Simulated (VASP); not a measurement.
An input for Ansatz (written as the equivalent of a VASP run, and not itself run):

Ansatz 0.2 input:
```yaml
crystal:
  lattice:
    - [3.2904297, 0.0000000, 0.0000000]
    - [-1.6452148, 2.8495956, 0.0000000]
    - [0.0000000, 0.0000000, 5.8077277]
  atoms:
    - { symbol: Na, position: [0.0000000, 1.0000000, 0.0000000] }
    - { symbol: Na, position: [0.0000000, 1.0000000, 0.5000000] }
    - { symbol: H, position: [0.3333330, 0.6666670, 0.2500000] }
    - { symbol: H, position: [0.6666670, 0.3333330, 0.7500000] }
kpoints:
  mp_grid: { grid: [9, 9, 5] }
hamiltonian:
  xc: pbesol
  pseudopotentials: { kind: paw }
scf:
  occupations: { method: tetrahedron }
  max_iter: 100
output: { forces: true, stress: true, eigenvalues: true }
```

**Question.** Write the VASP files for the same calculation (PBEsol).

**Answer.** Several could match; the one computed here: 
**KPOINTS**
```
Automatic mesh
0
Gamma
9 9 5
0 0 0
```

**POSCAR**
```
NaH
1
    3.2904296766     0.0000000000     0.0000000000
   -1.6452148383     2.8495955980     0.0000000000
    0.0000000000     0.0000000000     5.8077277262
Na H
2 2
Direct
  0.0000000000   1.0000000000   0.0000000000
  0.0000000000   1.0000000000   0.5000000000
  0.3333330000   0.6666670000   0.2500000000
  0.6666670000   0.3333330000   0.7500000000
```

INCAR:
```
ALGO = Normal
EDIFF = 1E-7
ENCUT = 400
GGA = PS
ISIF = 2
ISMEAR = -5
LASPH = .True.
LCHARG = .True.
LEFG = .True.
LORBIT = 11
LREAL = .False.
LWAVE = .False.
NEDOS = 601
NELM = 100
PREC = Accurate
SYSTEM = NaH
```

POTCAR, in this order: Na_pv H (PBE.64 set). Program: vasp_std.

What does not carry over: each code has its own PAW files, so the cut-off isn't converted (ENCUT is set for VASP's; basis.ecutwfc is left out, and Ansatz then takes the one that its files recommend); Ansatz stops its SCF on the density residual and VASP on the energy change (EDIFF); the field gradients of LEFG aren't asked of the other code.

The structure was generated: NaH was put into the NiAs type type (P6_3/mmc), which need not be its known phase. It was relaxed first, which changed the volume by +46 %.
